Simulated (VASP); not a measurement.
Given:

```
Si
1.0
    0.00000     2.73421     2.73421
    2.73421     0.00000     2.73421
    2.73421     2.73421     0.00000
Si
2
Direct
  0.00000   0.00000   0.00000
  0.25000   0.25000   0.25000
```

These are PBE GGA, VASP's PBE PAW potentials (set 64) (plane waves; VASP) values and carry that method's errors. Numerical set-up: 480 eV cut-off, 8×8×8 Γ-centred mesh, Gaussian smearing of 0.050 eV, potentials Si.

Energy and stress use the plane-wave basis of the starting cell.

### Question
The ions, cell shape and volume at an external pressure of 2.0 GPa are relaxed. Which structure does the run end with?

### Answer

```
Si
1.0
    0.00000     2.71483     2.71483
    2.71483     0.00000     2.71483
    2.71483     2.71483     0.00000
Si
2
Cartesian
  0.00000   0.00000   0.00000
  1.35741   1.35741   1.35741
```
Space group Fd-3m (227), at a tolerance of 0.03 Å.

### Question
How do energy and volume change from the first to the last step?

### Answer
The energy (σ→0) changes by +2.7 meV/atom and the volume by -2.1 %, in 3 ionic steps.

The compound is Si in the diamond structure. This run relaxes it under an external pressure of 2 GPa. Symmetry was kept, so distortions that lower it aren't found.
